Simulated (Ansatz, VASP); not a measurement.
**H4CO: VASP beside Ansatz**

One calculation is typed for both programs; each brings its own data sets. How far apart do they land? The cell is taken from a series of runs on this material, whose earlier steps may have relaxed, scaled, displaced or heated it; both programs get it as it stands.

Calculated with Ansatz 0.2.0; plane waves, with VASP 6.6.1 beside it; single point at PBEsol.

## (1) Set-up

Symmetry: P2_12_12_1, No. 19, orthorhombic system. Conventional cell: a = 4.641 Å, b = 4.873 Å, c = 8.867 Å, α = 90.00°, β = 90.00°, γ = 90.00°. Nearest to O lie 1 H at 1.02 Å and 1 C at 1.43 Å. Nearest to C lie 3 H at 1.10 to 1.11 Å and 1 O at 1.43 Å. Nearest to H lie 1 C at 1.11 Å. Nearest to H lie 1 C at 1.10 Å. Nearest to H lie 1 O at 1.02 Å. Farther neighbours and most contacts between anions are not listed.

## (2) VASP: single point, PBEsol

With cell and atoms fixed, the geometry can't cause a difference; cores, projectors, grids and the points listed under the comparison can.

Lines of VASP's logs that name or quote its potential files are left out, and so is its time.

INCAR

```
SYSTEM = H4CO
PREC = Accurate
ENCUT = 520
EDIFF = 1E-06
NELM = 120
ISMEAR = 0
SIGMA = 0.01
LREAL = .FALSE.
ALGO = Normal
GGA = PS
NBANDS = 52
LORBIT = 11
LWAVE = .FALSE.
LCHARG = .FALSE.
ISIF = 2
LASPH = .TRUE.
GGA_COMPAT = .FALSE.
EFERMI = MIDGAP
KPAR = 4
```

POSCAR

```
H4CO
1.0
    4.6411000000      0.0000000000      0.0000000000
    0.0000000000      4.8728000000      0.0000000000
    0.0000000000      0.0000000000      8.8671000000
O C H
4 4 16
Direct
    0.2603670659      0.2863271360      0.5672793244
    0.2396329341      0.7136728640      0.0672793244
    0.7396329341      0.7863271360      0.9327206756
    0.7603670659      0.2136728640      0.4327206756
    0.2510399738      0.5442232126      0.6431256171
    0.2489600262      0.4557767874      0.1431256171
    0.7489600262      0.0442232126      0.8568743829
    0.7510399738      0.9557767874      0.3568743829
    0.0637863426      0.5564613060      0.7199283866
    0.4362136574      0.4435386940      0.2199283866
    0.9362136574      0.0564613060      0.7800716134
    0.5637863426      0.9435386940      0.2800716134
    0.2411863750      0.7180389591      0.5631968503
    0.2588136250      0.2819610409      0.0631968503
    0.7588136250      0.2180389591      0.9368031497
    0.7411863750      0.7819610409      0.4368031497
    0.4480012812      0.5648436801      0.7115999163
    0.0519987188      0.4351563199      0.2115999163
    0.5519987188      0.0648436801      0.7884000837
    0.9480012812      0.9351563199      0.2884000837
    0.0677111754      0.2577774231      0.5151671802
    0.4322888246      0.7422225769      0.0151671802
    0.9322888246      0.7577774231      0.9848328198
    0.5677111754      0.2422225769      0.4848328198
```

KPOINTS

```
Automatic mesh
0
Gamma
4 4 2
0 0 0
```

Potentials, in the order of the species: O, C and H (PBE family, release 64).

Started as:

```console
$ mpirun -np 4 vasp_std
```

Numbers of over 12 decimals in the logs are rounded to 6 here.

What it wrote:

```text
[banner, memory and clock lines left out]
running    4 mpi-ranks, on    1 nodes
 distrk:  each k-point on    1 cores,    4 groups
 distr:  one band on    1 cores,    1 groups

 POSCAR found type information on POSCAR O C H
 POSCAR found :  3 types and      24 ions
|                                                                             |
|               ----> ADVICE to this user running VASP <----                  |
|                                                                             |
|     You have a (more or less) 'large supercell' and for larger cells it     |
|     might be more efficient to use real-space projection operators.         |
|     Therefore, try LREAL= Auto in the INCAR file.                           |
|     Mind: For very accurate calculation, you might also keep the            |
|     reciprocal projection scheme (i.e. LREAL=.FALSE.).                      |
|                                                                             |

|                                                                             |
|               ----> ADVICE to this user running VASP <----                  |
|                                                                             |
|     You enforced a specific xc type in the INCAR file but a different       |
|     [... a line on the potential file left out ...]
|     I HOPE YOU KNOW WHAT YOU ARE DOING!                                     |
|                                                                             |

 LDA part: xc-table for (Slater+PW92), standard interpolation
 POSCAR, INCAR and KPOINTS ok, starting setup
 FFT: planning ... GRIDC
 FFT: planning ... GRID_SOFT
 FFT: planning ... GRID
 WAVECAR not read
 entering main loop
       N       E                     dE             d eps       ncg     rms          rms(c)
DAV:   1     0.224441206504E+03    0.22444E+03   -0.25711E+04  1872   0.945E+02
DAV:   2    -0.109610132710E+03   -0.33405E+03   -0.32129E+03  2400   0.220E+02
DAV:   3    -0.133232777257E+03   -0.23623E+02   -0.23443E+02  2384   0.580E+01
DAV:   4    -0.133518329600E+03   -0.28555E+00   -0.28518E+00  2420   0.724E+00
DAV:   5    -0.133521599690E+03   -0.32701E-02   -0.32695E-02  2372   0.748E-01    0.183E+01
DAV:   6    -0.125070565043E+03    0.84510E+01   -0.12064E+01  2220   0.139E+01    0.869E+00
DAV:   7    -0.123959008379E+03    0.11116E+01   -0.17914E+00  2392   0.536E+00    0.429E+00
DAV:   8    -0.123818073134E+03    0.14094E+00   -0.40234E-01  2272   0.317E+00    0.614E-01
DAV:   9    -0.123820437606E+03   -0.23645E-02   -0.37728E-02  2272   0.112E+00    0.302E-01
DAV:  10    -0.123826793144E+03   -0.63555E-02   -0.99194E-03  2072   0.401E-01    0.148E-01
DAV:  11    -0.123827436154E+03   -0.64301E-03   -0.12888E-03  2408   0.204E-01    0.959E-02
DAV:  12    -0.123827700601E+03   -0.26445E-03   -0.10278E-03  2116   0.148E-01    0.216E-02
DAV:  13    -0.123827752638E+03   -0.52038E-04   -0.10735E-04  2264   0.445E-02    0.106E-02
DAV:  14    -0.123827760518E+03   -0.78795E-05   -0.85356E-06  2152   0.134E-02    0.516E-03
DAV:  15    -0.123827762412E+03   -0.18940E-05   -0.37660E-06  2096   0.920E-03    0.212E-03
DAV:  16    -0.123827762469E+03   -0.56541E-07   -0.35767E-07  1804   0.260E-03
   1 F= -.12382776E+03 E0= -.12382776E+03  d E =0.000000E+00
```

Parts of OUTCAR (step 2):

```text
ion  position               nearest neighbor table
   1  0.260  0.286  0.567-  21 1.02   5 1.43
   2  0.240  0.714  0.067-  22 1.02   6 1.43
   3  0.740  0.786  0.933-  23 1.02   7 1.43
   4  0.760  0.214  0.433-  24 1.02   8 1.43
   5  0.251  0.544  0.643-  17 1.10  13 1.11   9 1.11   1 1.43
   6  0.249  0.456  0.143-  18 1.10  14 1.11  10 1.11   2 1.43
   7  0.749  0.044  0.857-  19 1.10  15 1.11  11 1.11   3 1.43
   8  0.751  0.956  0.357-  20 1.10  16 1.11  12 1.11   4 1.43
   9  0.064  0.556  0.720-   5 1.11
  10  0.436  0.444  0.220-   6 1.11
  11  0.936  0.056  0.780-   7 1.11
  12  0.564  0.944  0.280-   8 1.11
  13  0.241  0.718  0.563-   5 1.11
  14  0.259  0.282  0.063-   6 1.11
  15  0.759  0.218  0.937-   7 1.11
  16  0.741  0.782  0.437-   8 1.11
  17  0.448  0.565  0.712-   5 1.10
  18  0.052  0.435  0.212-   6 1.10
  19  0.552  0.065  0.788-   7 1.10
  20  0.948  0.935  0.288-   8 1.10
  21  0.068  0.258  0.515-   1 1.02
  22  0.432  0.742  0.015-   2 1.02
  23  0.932  0.758  0.985-   3 1.02
  24  0.568  0.242  0.485-   4 1.02

  LATTYP: Found a simple orthorhombic cell.
 ALAT       =     4.6411000000
 B/A-ratio  =     1.0499235095
 C/A-ratio  =     1.9105599966

 Subroutine GETGRP returns: Found  4 space group operations
 (whereof  1 operations were pure point group operations)

The static configuration has the point symmetry C_1 .
 The point group associated with its full space group is D_2 .

 Found     18 irreducible k-points:

   k-points           NKPTS =     18   k-points in BZ     NKDIM =     18   number of bands    NBANDS=     52

   dimension x,y,z NGX =    36 NGY =   36 NGZ =   70
   dimension x,y,z NGXF=    72 NGYF=   72 NGZF=  140

   ENCUT  =  520.0 eV  38.22 Ry    6.18 a.u.   8.63  9.06 16.49*2*pi/ulx,y,z

   NELECT =      56.0000    total number of electrons

 k-points in reciprocal lattice and weights: Automatic mesh
   0.00000000  0.00000000  0.00000000       0.031
   0.25000000  0.00000000  0.00000000       0.062
   0.50000000  0.00000000  0.00000000       0.031
   0.00000000  0.25000000  0.00000000       0.062
   0.25000000  0.25000000  0.00000000       0.125
   0.50000000  0.25000000  0.00000000       0.062
   0.00000000  0.50000000  0.00000000       0.031
   0.25000000  0.50000000  0.00000000       0.062
   0.50000000  0.50000000  0.00000000       0.031
[...]
0.25000000  0.50000000  0.50000000       0.062
   0.50000000  0.50000000  0.50000000       0.031

 average (electrostatic) potential at core
       1 -76.3610       2 -76.3610       3 -76.3610       4 -76.3610       5 -55.4276
       6 -55.4276       7 -55.4276       8 -55.4276       9 -37.1725      10 -37.1725
      11 -37.1725      12 -37.1725      13 -37.1383      14 -37.1383      15 -37.1383
      16 -37.1383      17 -37.2465      18 -37.2465      19 -37.2465      20 -37.2465
      21 -38.7678      22 -38.7678      23 -38.7678      24 -38.7678

 E-fermi :   0.5538

 k-point     1 :       0.0000    0.0000    0.0000
  band No.  band energies     occupation
    ...
     24      -3.2024      2.00000
     25      -3.1925      2.00000
     26      -2.5534      2.00000
     27      -2.3846      2.00000
     28      -2.3235      2.00000
     29       3.5398      0.00000
     30       3.7173      0.00000
     31       4.7958      0.00000
     32       4.8131      0.00000
     33       5.8597      0.00000
    ...

 k-point     2 :       0.2500    0.0000    0.0000
  band No.  band energies     occupation
    ...
     24      -3.4997      2.00000
     25      -2.9654      2.00000
     26      -2.6980      2.00000
     27      -2.4372      2.00000
     28      -2.2290      2.00000
     29       4.0104      0.00000
     30       4.3560      0.00000
     31       5.2508      0.00000
     32       5.3513      0.00000
     33       5.9188      0.00000
    ...

 k-point     3 :       0.5000    0.0000    0.0000
  band No.  band energies     occupation
    ...
     24      -4.1866      2.00000
     25      -2.7103      2.00000
     26      -2.7103      2.00000
     27      -2.3844      2.00000
     28      -2.3844      2.00000
     29       4.9229      0.00000
     30       4.9229      0.00000
     31       5.6840      0.00000
     32       5.6840      0.00000
     33       6.1550      0.00000
    ...

  Total       -1.4510524      0.4082261     -0.0518348      0.0000000      0.0000000      0.0000000
  in kB      -11.5934466      3.2615969     -0.4141433      0.0000000      0.0000000      0.0000000
  external PRESSURE =      -2.9153310 kB  Pullay stress =       0.0000000 kB

  energy-cutoff  :      520.00
  volume of cell :      200.53
      direct lattice vectors                 reciprocal lattice vectors
     4.641100000  0.000000000  0.000000000     0.215466161  0.000000000  0.000000000
     0.000000000  4.872800000  0.000000000     0.000000000  0.205220818  0.000000000
     0.000000000  0.000000000  8.867100000     0.000000000  0.000000000  0.112776443

 POSITION                                       TOTAL-FORCE (eV/Angst)
 -----------------------------------------------------------------------------------
      1.20839      1.39521      5.03012         0.016352     -0.030254     -0.020894
      1.11216      3.47759      0.59657        -0.016352      0.030254     -0.020894
      3.43271      3.83161      8.27053        -0.016352     -0.030254      0.020894
      3.52894      1.04119      3.83698         0.016352      0.030254      0.020894
      1.16510      2.65189      5.70266         0.001161      0.028593      0.019285
      1.15545      2.22091      1.26911        -0.001161     -0.028593      0.019285
      3.47600      0.21549      7.59799        -0.001161      0.028593     -0.019285
      3.48565      4.65731      3.16444         0.001161     -0.028593     -0.019285
      0.29604      2.71152      6.38368        -0.015870     -0.001202      0.016273
      2.02451      2.16128      1.95013         0.015870      0.001202      0.016273
      4.34506      0.27512      6.91697         0.015870     -0.001202     -0.016273
      2.61659      4.59768      2.48342        -0.015870      0.001202     -0.016273
      1.11937      3.49886      4.99392        -0.000259      0.021364     -0.007078
      1.20118      1.37394      0.56037         0.000259     -0.021364     -0.007078
      3.52173      1.06246      8.30673         0.000259      0.021364      0.007078
      3.43992      3.81034      3.87318        -0.000259     -0.021364      0.007078
      2.07922      2.75237      6.30983         0.019480      0.000409      0.021946
      0.24133      2.12043      1.87628        -0.019480     -0.000409      0.021946
      2.56188      0.31597      6.99082        -0.019480      0.000409     -0.021946
      4.39977      4.55683      2.55727         0.019480     -0.000409     -0.021946
      0.31425      1.25610      4.56804        -0.016836     -0.004992     -0.013773
      2.00630      3.61670      0.13449         0.016836      0.004992     -0.013773
      4.32685      3.69250      8.73261         0.016836     -0.004992      0.013773
      2.63480      1.18030      4.29906        -0.016836      0.004992      0.013773
 -----------------------------------------------------------------------------------
    total drift:                                0.000000      0.000000     -0.000000

  FREE ENERGIE OF THE ION-ELECTRON SYSTEM (eV)
  ---------------------------------------------------
  free  energy   TOTEN  =      -123.8277624686 eV

  energy  without entropy=     -123.8277624686  energy(sigma->0) =     -123.82776247

 total charge
# of ion       s       p       d       tot
------------------------------------------
    1        1.546   3.599   0.000   5.145
    2        1.546   3.599   0.000   5.145
    3        1.546   3.599   0.000   5.145
    4        1.546   3.599   0.000   5.145
    5        0.829   1.735   0.000   2.563
    6        0.829   1.735   0.000   2.563
    7        0.829   1.735   0.000   2.563
    8        0.829   1.735   0.000   2.563
    9        0.636   0.043   0.000   0.679
   10        0.636   0.043   0.000   0.679
   11        0.636   0.043   0.000   0.679
   12        0.636   0.043   0.000   0.679
   13        0.639   0.042   0.000   0.681
   14        0.639   0.042   0.000   0.681
   15        0.639   0.042   0.000   0.681
   16        0.639   0.042   0.000   0.681
   17        0.637   0.044   0.000   0.681
   18        0.637   0.044   0.000   0.681
   19        0.637   0.044   0.000   0.681
   20        0.637   0.044   0.000   0.681
   21        0.553   0.117   0.000   0.670
   22        0.553   0.117   0.000   0.670
   23        0.553   0.117   0.000   0.670
   24        0.553   0.117   0.000   0.670
--------------------------------------------------
tot         19.358  22.320   0.000  41.678

[... 3 further parts left out ...]
```

The run ends at a pressure of -0.29 GPa, with forces up to 0.040 eV/Å.

(Part 1 of 2 ends here.)

[Lines on the potential files, build, host, timing and source positions are cut from VASP's logs without a mark.]

[Logs are printed without paths, hosts, clocks, repeated set-up lines and the standing remarks that a program may print on its own settings, such as how far it seeks lower states.]

[Hosts, paths, dates, database ids (printed as entryN), source tags and the programs' standing remarks are cut or masked in the printed files.]
